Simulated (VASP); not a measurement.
```xyz
4
Lattice="2.1236 -3.6782 0.0000 2.1236 3.6782 0.0000 0.0000 0.0000 6.8977" Properties=species:S:1:pos:R:3 pbc="T T T"
Cd     2.1236    -1.2261     3.4488
Cd     2.1236     1.2261     6.8976
S      2.1236    -1.2261     6.0493
S      2.1236     1.2261     2.6004
```

Calculation: revPBE GGA, VASP's PBE PAW potentials (set 64) (plane waves; VASP 6.6.1). Run with 520 eV cut-off, Gaussian smearing of 0.050 eV, potentials Cd S.

Task: Predict the band gap (along the path) with the smallest direct gap where there is one.

Result: 
```json
{
  "band gap (along the path)": "1.17 eV",
  "smallest direct gap (along the path)": "1.17 eV"
}
```

Only differences to runs with the same potentials and settings are physical.

The compound is CdS in the wurtzite structure. It was relaxed first, which changed the volume by +8 %.
